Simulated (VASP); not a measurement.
**InAs (relaxed from the wurtzite structure, space group P6_3mc): computed properties**

The numbers are results of PBEsol GGA, VASP's PBE PAW potentials (set 64) (plane waves; VASP 6.6.1), not measurements.

```json
{
  "space_group": "P6_3mc (186)",
  "cell": "a = 4.298 Å, b = 4.298 Å, c = 7.061 Å, α = 90.00°, β = 90.00°, γ = 120.00°",
  "volume_per_atom": "28.24 Å³/atom",
  "band gap (over mesh and band path)": "none (metal, semimetal or under 0.01 eV)",
  "density": "5.58 g/cm³"
}
```

InAs has the hexagonal space group P6₃mc (No. 186), the wurtzite structure, Pearson symbol hP4. Lattice parameters: a = 4.2977 Å, b = 4.2977 Å, c = 7.0608 Å, α = 90.00°, β = 90.00°, γ = 120.00°. In on 2b sees 4 As at 2.635–2.644 Å (tetrahedral). As on 2b is surrounded by 4 In at 2.635–2.644 Å (tetrahedral). (Neighbours: up to the widest gap in distance over summed covalent radii, below 1.35, at either atom; cation-cation and far metal-metal contacts left out.)

Unless said otherwise, spin-orbit coupling is left out, though it shifts the bands of the heavy elements here.

The structure was generated: InAs was put into the wurtzite type (P6_3mc), which need not be its known phase. It was relaxed first. Symmetry was kept, so distortions that lower it aren't found.
